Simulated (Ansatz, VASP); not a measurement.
# Cross-check of Al6Ge8O25 (glassy 73GeO2-27Al2O3 (mol %)) between VASP and Ansatz

Wanted: the spread between two codes on one cell, functional and k mesh. The cell is taken from a series of runs on this material, whose earlier steps may have relaxed or scaled it; both programs get it as it stands.

Program: Ansatz 0.2.0. Level of theory: plane waves, with VASP 6.6.1 beside it; single point at PBE. Results are calculated unless marked as measured.

## Step 1: The starting structure

The cell holds 117 atoms: 24 Ge, 18 Al and 75 O. Its edges and angles: a = 11.752 Å, b = 11.752 Å, c = 11.752 Å, α = 90.0°, β = 90.0°, γ = 90.0°. As first built, before any earlier steps moved the atoms: 117 atoms (24 Ge, 18 Al, 75 O) placed at random at 3.46 g/cm^3, melted at 4000 K for 10 ps at fixed volume with the Morse and Coulomb pair potential with partial charges (Pedone, Malavasi, Menziani, Cormack and Segre, J. Phys. Chem. B 110, 11780 (2006)). Quenched from 4000 K to 300 K at 10 K/ps and fixed volume, held 10 ps at zero pressure.

## Step 2: VASP: single point, PBE

With cell and atoms fixed, the geometry can't cause a difference; cores, projectors, grids and the points listed under the comparison can.

Lines of VASP's logs that name or quote its potential files are left out, and so is its time.

Input file INCAR:

```
SYSTEM = Al6Ge8O25
PREC = Accurate
ENCUT = 520
EDIFF = 1E-05
NELM = 100
ISMEAR = 0
SIGMA = 0.01
LREAL = Auto
ALGO = Fast
GGA = PE
NBANDS = 501
LORBIT = 11
LWAVE = .FALSE.
LCHARG = .FALSE.
ISIF = 2
```

Input file POSCAR:

```
Al6Ge8O25
1.0
   11.7522500000      0.0000000000      0.0000000000
    0.0000000000     11.7522500000      0.0000000000
    0.0000000000      0.0000000000     11.7522500000
Ge Al O
24 18 75
Direct
    0.3690200000      0.3540700000      0.5178500000
    0.0650400000      0.2723700000      0.3452700000
    0.3001600000      0.9177600000      0.7575500000
    0.3258900000      0.2074800000      0.7591300000
    0.5446700000      0.6708000000      0.7107000000
    0.2608600000      0.7998600000      0.5105400000
    0.6565600000      0.9230700000      0.7197900000
    0.9030200000      0.1632500000      0.1320700000
    0.6228100000      0.4966300000      0.5022800000
    0.9477500000      0.9039500000      0.1621600000
    0.6484700000      0.1763000000      0.2738000000
    0.4444100000      0.5379400000      0.1072100000
    0.2649200000      0.5765500000      0.6542100000
    0.6510000000      0.7198600000      0.3436000000
    0.2168500000      0.5627700000      0.9374600000
    0.9548400000      0.1184000000      0.6337900000
    0.7078200000      0.7809300000      0.0674500000
    0.9418100000      0.5255500000      0.7002600000
    0.9201800000      0.6630000000      0.4461000000
    0.5974000000      0.2889500000      0.7779900000
    0.8782900000      0.9554800000      0.8561900000
    0.6442400000      0.5205700000      0.9157900000
    0.6970100000      0.1494700000      0.5583200000
    0.0238800000      0.9290700000      0.4296500000
    0.4671200000      0.0957600000      0.1200700000
    0.1027000000      0.3367200000      0.7224800000
    0.4989600000      0.9618000000      0.3332600000
    0.3769100000      0.7452400000      0.2620200000
    0.8544900000      0.3234400000      0.8839400000
    0.4985300000      0.9442500000      0.9379700000
[... 81 atom lines left out ...]
    0.7497600000      0.4279600000      0.4980000000
    0.4253300000      0.6209400000      0.2223900000
    0.5796000000      0.8068200000      0.6798900000
    0.3450600000      0.5738200000      0.0037500000
    0.3643200000      0.4192500000      0.1663900000
    0.0714300000      0.4698100000      0.6709900000
```

Input file KPOINTS:

```
Automatic mesh
0
Gamma
1 1 1
0 0 0
```

The projector-augmented-wave data sets are Ge_d, Al and O (PBE family, release 64).

Command:

```console
> export OMP_NUM_THREADS=5
> mpirun -np 1 vasp_gam
```

Numbers of over 12 decimals in the logs are rounded to 6 here.

The program printed:

```text
[banner, memory and clock lines left out]
running    1 mpi-ranks, on    1 nodes
[...]
Offloading initialized ...    1 GPUs detected
[...]
LDA part: xc-table for (Slater+PW92), standard interpolation
 POSCAR, INCAR and KPOINTS ok, starting setup
[...]
entering main loop
       N       E                     dE             d eps       ncg     rms          rms(c)
DAV:   1     0.279182239200E+05    0.27918E+05   -0.26422E+05  1250   0.392E+03
DAV:   2     0.582378717095E+04   -0.22094E+05   -0.21038E+05  1010   0.111E+03
DAV:   3    -0.925205522915E+02   -0.59163E+04   -0.55838E+04  1114   0.383E+02
DAV:   4    -0.868923899304E+03   -0.77640E+03   -0.76219E+03  1159   0.160E+02
[...]
RMM:  15    -0.771425108562E+03   -0.36728E-03   -0.38827E-03  1741   0.780E-02    0.291E-02
RMM:  16    -0.771425195523E+03   -0.86961E-04   -0.10262E-03  1596   0.330E-02    0.159E-02
RMM:  17    -0.771425217081E+03   -0.21557E-04   -0.23188E-04  1332   0.156E-02    0.104E-02
WARNING in EDDRMM: call to ZHEGV failed, returncode =   6  3    381
RMM:  18    -0.771425224070E+03   -0.69889E-05   -0.79913E-05   921   0.979E-03
   1 F= -.77142522E+03 E0= -.77142522E+03  d E =-.416389E-13
```

Parts of OUTCAR (step 2):

```text
  FREE ENERGIE OF THE ION-ELECTRON SYSTEM (eV)
  ---------------------------------------------------
  free  energy   TOTEN  =      -771.4252240697 eV

  energy  without entropy=     -771.4252240697  energy(sigma->0) =     -771.42522407

[... 2 further parts left out ...]
[key lines of the parts left out:]
E-fermi :   1.8104
```

The run ends at a pressure of 8.33 GPa, with forces up to 4.2 eV/Å.

## Step 3: Ansatz: single point, PBE

Ansatz runs on its default PAW (the set named soft_2) files.

The same cell, functional and mesh now go to Ansatz, which takes its cutoff from its data sets.

Input file input.yaml:

```yaml
crystal:
  lattice:
    - [11.75225, 0.0, 0.0]
    - [0.0, 11.75225, 0.0]
    - [0.0, 0.0, 11.75225]
  atoms:
    - { symbol: Ge, position: [0.36902, 0.35407, 0.51785] }
    - { symbol: Ge, position: [0.06504, 0.27237, 0.34527] }
    - { symbol: Ge, position: [0.30016, 0.91776, 0.75755] }
    - { symbol: Ge, position: [0.32589, 0.20748, 0.75913] }
    - { symbol: Ge, position: [0.54467, 0.6708, 0.7107] }
    - { symbol: Ge, position: [0.26086, 0.79986, 0.51054] }
    - { symbol: Ge, position: [0.65656, 0.92307, 0.71979] }
    - { symbol: Ge, position: [0.90302, 0.16325, 0.13207] }
    - { symbol: Ge, position: [0.62281, 0.49663, 0.50228] }
    - { symbol: Ge, position: [0.94775, 0.90395, 0.16216] }
    - { symbol: Ge, position: [0.64847, 0.1763, 0.2738] }
    - { symbol: Ge, position: [0.44441, 0.53794, 0.10721] }
    - { symbol: Ge, position: [0.26492, 0.57655, 0.65421] }
    - { symbol: Ge, position: [0.651, 0.71986, 0.3436] }
    - { symbol: Ge, position: [0.21685, 0.56277, 0.93746] }
    - { symbol: Ge, position: [0.95484, 0.1184, 0.63379] }
    - { symbol: Ge, position: [0.70782, 0.78093, 0.06745] }
    - { symbol: Ge, position: [0.94181, 0.52555, 0.70026] }
    - { symbol: Ge, position: [0.92018, 0.663, 0.4461] }
    - { symbol: Ge, position: [0.5974, 0.28895, 0.77799] }
    - { symbol: Ge, position: [0.87829, 0.95548, 0.85619] }
    - { symbol: Ge, position: [0.64424, 0.52057, 0.91579] }
    - { symbol: Ge, position: [0.69701, 0.14947, 0.55832] }
    - { symbol: Ge, position: [0.02388, 0.92907, 0.42965] }
    - { symbol: Al, position: [0.46712, 0.09576, 0.12007] }
    - { symbol: Al, position: [0.1027, 0.33672, 0.72248] }
    - { symbol: Al, position: [0.49896, 0.9618, 0.33326] }
    - { symbol: Al, position: [0.37691, 0.74524, 0.26202] }
    - { symbol: Al, position: [0.85449, 0.32344, 0.88394] }
    - { symbol: Al, position: [0.49853, 0.94425, 0.93797] }
[... 81 atom lines left out ...]
    - { symbol: O, position: [0.74976, 0.42796, 0.498] }
    - { symbol: O, position: [0.42533, 0.62094, 0.22239] }
    - { symbol: O, position: [0.5796, 0.80682, 0.67989] }
    - { symbol: O, position: [0.34506, 0.57382, 0.00375] }
    - { symbol: O, position: [0.36432, 0.41925, 0.16639] }
    - { symbol: O, position: [0.07143, 0.46981, 0.67099] }
kpoints:
  mp_grid: { grid: [1, 1, 1] }
hamiltonian:
  xc: pbe
scf:
  occupations: { method: fixed }
output:
  forces: true
  stress: true
  populations: true
  dos:
    method: { smearing: { sigma: 0.08 } }
    de: 0.1
    projected: { site_lists: { Al: [Al], Ge: [Ge], O: [O] } }
  eigenvalues: true
  write_density: true
  write_potential: true
  volumetric_format: npy
```

Command:

```console
> ansatz run input.yaml --threads 4 --pin off --max-ram 8192MiB --backend cpu --events-out ev --progress --plain --runs-dir out
```

The program printed:

```text
Engine: ansatz 0.2.0, aarch64-unknown-linux-gnu
Pseudopotentials: kind: paw
Pseudopotential: Ge, paw, valence charge 14, recommended cutoff 420 eV (normal), Ge.paw.azcp
Pseudopotential: Al, paw, valence charge 3, recommended cutoff 420 eV (normal), Al.paw.azcp
Pseudopotential: O, paw, valence charge 6, recommended cutoff 420 eV (normal), O.paw.azcp
Functional definition: PBE
  parameter kappa = 0.804
  parameter beta = 0.066725
  exchange = pbe_x(kappa = kappa, mu = beta*pi^2/3)
  correlation = pbe_c(beta = beta)
Crystal: 117 atoms, lattice volume = 1623.166 Å³
Basis set: ecut = 420 eV, 31559 PW (Γ), exchange–correlation on 160×160×160 points (8 copies of the dense FFT grid, shifted against one another)
Bands: 537, of which v1, the nominal top of the filled ones, is band 420 counted from 1 (419 counted from 0)
Symmetry: 1 space group operations
Space group: P1 (ITA 1), of the structure as read, at distance tolerance 1.2e-4 Å
k-points: 1
Non-local potential: Ge, projectors of the file, l = 0: 2, l = 1: 2, l = 2: 3, l = 3: 1
Non-local potential: Al, projectors of the file, l = 0: 2, l = 1: 2, l = 2: 1
Non-local potential: O, projectors of the file, l = 0: 2, l = 1: 2, l = 2: 1
PAW form: soft (Blöchl's): semilocal exchange-correlation on the pseudo side does not see the compensation charge
PAW one-centre angular grid: Ge, 590 points (default); XC on 64 Gauss nodes
PAW one-centre angular grid: Al, 110 points (default); XC on 64 Gauss nodes
PAW one-centre angular grid: O, 110 points (default); XC on 64 Gauss nodes
Initial density: superposition of atomic densities (neutral atoms: chi_scale 0, normalization atom), corrected by the library's trained network
Initial wavefunctions: pseudopotential atomic-orbital guess
Functional: x = pbe(κ = 0.804, μ = 0.219515), c = pbe(β = 0.066725)
SCF iter   1: F=—  HF=-155348.040219 eV  |F-HF|=—  |Δ(HF+E_count)|=         —  Δρ=2.51e-3  dr2=1.27e-1  ethr=1.77e-3  ⟨swp⟩=5.0  Hψ=1814  notcnv=0  defer=115
preconditioner: auto → Resta (q_TF=auto, 2.445 Å⁻¹)  ε∞=2.8  [insulator: Δε(μ)=2.360 eV  Ē_g=19.846 eV  n_scr=388 (ndim 8)  ℏωp=26.7 eV  f_vac=0.192  ε∞_Penn≈2.8]
SCF iter   2: F=—  HF=-155348.045386 eV  |F-HF|=—  |Δ(HF+E_count)|=   5.17e-3  Δρ=1.34e-3  dr2=2.59e-2  ethr=1.51e-5  ⟨swp⟩=2.0  Hψ=920  notcnv=0  defer=115
SCF iter   3: F=—  HF=-155348.049397 eV  |F-HF|=—  |Δ(HF+E_count)|=   4.01e-3  Δρ=5.69e-4  dr2=6.54e-3  ethr=3.08e-6  ⟨swp⟩=3.0  Hψ=688  notcnv=0  defer=115
SCF iter   4: F=—  HF=-155348.049690 eV  |F-HF|=—  |Δ(HF+E_count)|=   2.92e-4  Δρ=1.64e-4  dr2=4.72e-4  ethr=7.78e-7  ⟨swp⟩=2.0  Hψ=659  notcnv=0  defer=115
SCF iter   5: F=—  HF=-155348.049854 eV  |F-HF|=—  |Δ(HF+E_count)|=   1.65e-4  Δρ=1.10e-4  dr2=1.62e-4  ethr=5.62e-8  ⟨swp⟩=2.0  Hψ=822  notcnv=0  defer=113
SCF iter   6: F=—  HF=-155348.049818 eV  |F-HF|=—  |Δ(HF+E_count)|=   3.68e-5  Δρ=2.51e-5  dr2=1.03e-5  ethr=1.93e-8  ⟨swp⟩=2.0  Hψ=721  notcnv=0  defer=112
SCF iter   7: F=—  HF=-155348.050163 eV  |F-HF|=—  |Δ(HF+E_count)|=   3.45e-4  Δρ=1.17e-5  dr2=1.99e-6  ethr=1.23e-9  ⟨swp⟩=2.0  Hψ=957  notcnv=0  defer=112
SCF iter   8: F=—  HF=-155348.050163 eV  |F-HF|=—  |Δ(HF+E_count)|=   7.56e-7  Δρ=5.48e-6  dr2=4.23e-7  ethr=2.37e-10  ⟨swp⟩=2.0  Hψ=845  notcnv=0  defer=112
SCF iter   9: F=-155348.050163 eV  HF=-155348.050163 eV  |F-HF|=2.74e-9  |Δ(HF+E_count)|=   1.35e-7  Δρ=1.63e-6  dr2=4.29e-8  ethr=1.19e-11  ⟨swp⟩=19.0  Hψ=4390  notcnv=0
SCF 1 converged in 9 iterations: F = -155348.050163 eV  dr2 = 4.29e-8
  greatest PAW one-centre occupation: 0.999 electrons in one spin orbital (limit 2), on the Ge atom at site 9 (counted from 0), in its partial waves of l = 2
[...]
atom 109  O      0.68289131    -2.15695078    -1.77236434
  atom 110  O      0.43021808    -0.43234907     0.12179049
  atom 111  O      2.32396073    -0.88188106    -1.65657810
  atom 112  O     -0.37389106    -0.73533345    -1.34552156
  atom 113  O      1.41521294    -1.29842798     0.04085648
  atom 114  O     -0.12528542     1.93922331    -1.27310970
  atom 115  O      0.86017997     0.66381807    -0.39406954
  atom 116  O      0.53262003    -0.69877770     0.13167044
  atom 117  O      2.87093648     0.14665970    -1.10655952
  max |Σ_I F_I| component: 1.71e-4 eV/Å
--- Stress (GPa, compression-positive) ---
        9.187013       0.478912      -0.092948
        0.478909       9.412734       0.167687
       -0.092948       0.167682       8.016835
  P = ⅓ Tr σ = 8.8722 GPa (88.722 kbar)
--- Band table (eV) ---
  k-point 0: bands = [... 416 lower, 3.6462, 3.7366, 3.8621, 4.0084, 6.2184, 7.2483, 7.5084, 7.7611, ... 113 higher]
--- Löwdin populations: 117 sites ---
  site symbol       q [e]
     0     Ge     12.3418
     1     Ge     12.3743
     2     Ge     12.3551
     3     Ge     12.3466
     4     Ge     12.3403
     5     Ge     12.3455
     6     Ge     12.3215
     7     Ge     12.3815
     8     Ge     12.3455
     9     Ge     12.3418
    10     Ge     12.3327
    11     Ge     12.3234
    12     Ge     12.3294
    13     Ge     12.3940
    14     Ge     12.3421
    15     Ge     12.3535
    16     Ge     12.3505
    17     Ge     12.3947
    18     Ge     12.3523
    19     Ge     12.3512
    20     Ge     12.3515
    21     Ge     12.3691
    22     Ge     12.3198
    23     Ge     12.3516
[...]
109      O      6.8593
   110      O      6.7482
   111      O      6.8174
   112      O      6.7899
   113      O      6.7318
   114      O      6.7658
   115      O      6.8043
   116      O      6.8156
  spilling = 0.005947 (of n_electrons = 840.000000)
```

In the SCF lines HF is the Harris–Foulkes energy and dr2 the Hartree energy of the density residual, in eV; the loop may stop once dr2 is under the threshold and the program's other checks hold. Hψ counts applications of the Hamiltonian.

## Step 4: Differences

Known differences besides the PAW data sets themselves: fixed occupations in Ansatz, narrow Gaussian smearing in VASP; the cutoff is 420 eV in Ansatz and 520 eV in VASP (PREC = Accurate, projectors in real space); VASP leaves aspherical gradient terms in its spheres out (LASPH is not set), Ansatz keeps them. Total energies have different zeros and are not compared.

The two programs side by side:

```tsv
quantity	Ansatz	VASP	difference
pressure (GPa)	8.87	8.33	+0.54
gap on the k mesh (eV)	2.210	2.182	+0.028
```

Forces on 10 of the 117 atoms, picked by the larger force of the two programs (eV/Å; atoms numbered as in POSCAR):

```tsv
atom	Ansatz x, y, z	VASP x, y, z
Ge13	3.064, -1.150, 1.558	2.980, -1.102, 1.483
Ge20	-2.497, -0.859, 1.587	-2.469, -0.775, 1.497
Al28	-1.340, 3.259, -0.741	-1.349, 3.248, -0.727
O57	1.824, -2.599, 1.037	1.843, -2.632, 1.041
O75	-1.233, -3.067, -1.862	-1.292, -3.142, -1.882
O76	-2.639, 1.323, 0.511	-2.757, 1.453, 0.523
O84	-3.211, 2.224, -1.877	-3.100, 2.136, -1.791
O88	-2.869, 1.502, 0.678	-2.787, 1.462, 0.653
O102	2.051, -2.219, 0.333	1.992, -2.123, 0.321
O117	2.871, 0.147, -1.107	2.786, 0.203, -1.090
```

The forces differ by 44 meV/Å r.m.s., which is 4.0 % of the r.m.s. force of 1.11 eV/Å (both taken over all components).

## Step 5: What came out

```yaml
r_m_s_force_difference_single_point_pbe: 4.0 % of the r.m.s. force
difference_in_pressure_single_point_pbe: 0.54 GPa
```

In words: The r.m.s. force difference is 4.0 % of the r.m.s. force (single point, PBE), beyond the 3 % picked in this series as the mark of a large difference. No further run was made for the single point, PBE pair, so its cause stays open. How closely two codes agree says nothing of how well the functional describes the real material.

[Lines on the potential files, build, host, timing and source positions are cut from VASP's logs without a mark.]

[Logs are printed without paths, hosts, clocks, repeated set-up lines and the standing remarks that a program may print on its own settings, such as how far it seeks lower states.]

[Hosts, paths, dates, database ids (printed as entryN), source tags and the programs' standing remarks are cut or masked in the printed files.]
